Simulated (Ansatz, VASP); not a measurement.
# Cross-check of GaSi4P between VASP and Ansatz, part 2 of 2

One calculation is typed for both programs; each brings its own data sets. How far apart do they land? The cell is generated by rule, not measured, and may not be a known phase. The cell is taken from a series of runs on this material, whose earlier steps may have relaxed, scaled, displaced or heated it; both programs get it as it stands.

VASP 6.6.1 and Ansatz 0.2.0.

So far: The structure; Ansatz: relaxation of cell and atoms, LDA; VASP: relaxation of cell and atoms, LDA.

## 3. VASP: relaxation of cell and atoms, LDA (continued)

Level of this step: LDA; plane waves and PAW (Ga_d, P, Si); invented cell (VASP).

Numbers of over 12 decimals in the logs are rounded to 6 here.

From OUTCAR (step 3):

```text
ion  position               nearest neighbor table
   1  0.001  0.999  0.998-   6 2.34   6 2.34   2 2.37   2 2.37
   2  0.414  0.086  0.171-   3 2.32   3 2.32   1 2.37   1 2.37
   3  0.333  0.667  0.334-   2 2.32   2 2.32   4 2.33   4 2.33
   4  0.751  0.749  0.499-   3 2.33   3 2.33   5 2.34   5 2.34
   5  0.667  0.333  0.666-   6 2.33   6 2.33   4 2.34   4 2.34
   6  0.084  0.416  0.832-   5 2.33   5 2.33   1 2.34   1 2.34

  LATTYP: Found a body centered orthorhombic cell.
 ALAT       =     3.8193510116
 B/A-ratio  =     1.0014051970
 C/A-ratio  =     4.2260551469

 Subroutine GETGRP returns: Found  4 space group operations
 (whereof  4 operations were pure point group operations)

The static configuration has the point symmetry C_2v.

 Found     95 irreducible k-points:

   k-points           NKPTS =     95   k-points in BZ     NKDIM =     95   number of bands    NBANDS=     23

   dimension x,y,z NGX =    28 NGY =   28 NGZ =   64
   dimension x,y,z NGXF=    56 NGYF=   56 NGZF=  128

   ENCUT  =  500.0 eV  36.75 Ry    6.06 a.u.   6.96  6.97 15.52*2*pi/ulx,y,z

   NELECT =      34.0000    total number of electrons

 k-points in reciprocal lattice and weights: Automatic mesh
   0.00000000  0.00000000  0.00000000       0.002
   0.12500000  0.00000000  0.00000000       0.008
   0.25000000  0.00000000  0.00000000       0.008
   0.37500000  0.00000000  0.00000000       0.008
   0.50000000  0.00000000  0.00000000       0.004
   0.00000000  0.12500000  0.00000000       0.008
   0.12500000  0.12500000  0.00000000       0.008
   0.25000000  0.12500000  0.00000000       0.016
   0.37500000  0.12500000  0.00000000       0.016
[...]
0.00000000  0.25000000  0.37500000       0.004
   0.00000000  0.00000000  0.50000000       0.002

 average (electrostatic) potential at core
       1 -65.3059       2 -84.2439       3 -85.7182       4 -85.0089       5 -84.9356
       6 -84.5299

 E-fermi :   6.0457

 k-point     1 :       0.0000    0.0000    0.0000
  band No.  band energies     occupation
    ...
     13       3.4394      2.00000
     14       3.5604      2.00000
     15       5.4786      2.00000
     16       5.6048      2.00026
     17       5.9112      2.02181
     18       6.2021     -0.05800
     19       6.4292     -0.00179
     20       7.3840     -0.00000
     21       7.9367     -0.00000
     22       8.1894     -0.00000
    ...

 k-point     2 :       0.1250    0.0000    0.0000
  band No.  band energies     occupation
    ...
     12       2.3448      2.00000
     13       3.0018      2.00000
     14       3.6671      2.00000
     15       4.4508      2.00000
     16       5.1494      2.00000
     17       6.1422      0.12317
     18       6.1602      0.03989
     19       6.9851     -0.00000
     20       8.0457     -0.00000
     21       8.3449     -0.00000
    ...

 k-point     3 :       0.2500    0.0000    0.0000
  band No.  band energies     occupation
    ...
     13       2.6351      2.00000
     14       3.1165      2.00000
     15       3.9447      2.00000
     16       4.2985      2.00000
     17       6.0098      1.39300
     18       6.3867     -0.00600
     19       7.5688     -0.00000
     20       8.6843     -0.00000
     21       8.8236     -0.00000
     22       9.5834      0.00000
    ...

  Total        0.0005814      0.0005814     -0.0020918     -0.0043173     -0.0000000     -0.0000000
  in kB        0.0078970      0.0078970     -0.0284112     -0.0586382     -0.0000000     -0.0000000
  external PRESSURE =      -0.0042058 kB  Pullay stress =       0.0000000 kB

  energy-cutoff  :      500.00
  volume of cell :      117.96
      direct lattice vectors                 reciprocal lattice vectors
     2.701505432  2.701505432  0.000000000     0.185081989  0.185081989 -0.061943335
    -2.704796035  2.704796035  0.000000000    -0.184856822  0.184856822  0.061943312
     2.703151234 -0.001644801  8.071896414    -0.000000000 -0.000000000  0.123886625

 POSITION                                       TOTAL-FORCE (eV/Angst)
 -----------------------------------------------------------------------------------
     -0.00164      2.70315      8.05884        -0.000000     -0.000000     -0.004890
      1.35075      1.35075      1.38356         0.000000      0.000000      0.002942
     -0.00164      2.70315      2.69398         0.000000      0.000000      0.004726
      1.34911      4.05390      4.02632        -0.000000     -0.000000     -0.001451
      2.70151      2.70151      5.37663         0.000000      0.000000      0.001977
      1.35075      1.35075      6.71231        -0.000000     -0.000000     -0.003305
 -----------------------------------------------------------------------------------
    total drift:                               -0.000092     -0.000032      0.000058

  FREE ENERGIE OF THE ION-ELECTRON SYSTEM (eV)
  ---------------------------------------------------
  free  energy   TOTEN  =       -33.8125023509 eV

  energy  without entropy=      -33.8135384235  energy(sigma->0) =      -33.81284771

 reached required accuracy - stopping structural energy minimisation

 total charge
# of ion       s       p       d       tot
------------------------------------------
    1        0.914   0.939   9.990  11.843
    2        1.027   1.500   0.000   2.527
    3        0.759   0.899   0.000   1.658
    4        0.761   0.965   0.000   1.726
    5        0.759   0.951   0.000   1.710
    6        0.765   0.970   0.000   1.735
--------------------------------------------------
tot          4.985   6.224   9.990  21.198

[... 3 further parts left out ...]
```

The run keeps the 4 symmetry operations of its start, so it cannot find a distortion of lower symmetry.

## 4. Differences

Known differences besides the potentials themselves: the two LDA forms differ slightly; the cutoff is 420 eV in Ansatz and 500 eV in VASP; VASP's log shows a relativistic correction to its local exchange, Ansatz's none; Ansatz adds a Pulay correction to the stress that steers its cell, VASP none. Total energies have different zeros and are not compared.

Both answers:

```csv
quantity,Ansatz,VASP,difference
volume (Å³),117.89,117.96,-0.06 %
"edge a after relaxation, in the typed setting (Å)",3.820,3.821,-0.03 %
"edge b after relaxation, in the typed setting (Å)",3.825,3.825,-0.01 %
"edge c after relaxation, in the typed setting (Å)",8.510,8.512,-0.03 %
```

## 5. What came out

* difference in volume (relaxation of cell and atoms, LDA): -0.064 %

The difference in volume is -0.064 % (relaxation of cell and atoms, LDA), within the 1.2 % picked in this series as the mark of a large difference, as far as the stopping tolerances let one tell. 1 further run of this series is not shown here. How closely two codes agree says nothing of how well the functional describes the real material.

[Lines on the potential files, build, host, timing and source positions are cut from VASP's logs without a mark.]

[Logs are printed without paths, hosts, clocks, repeated set-up lines and the standing remarks that a program may print on its own settings, such as how far it seeks lower states.]

[Hosts, paths, dates, database ids (printed as entryN), source tags and the programs' standing remarks are cut or masked in the printed files.]
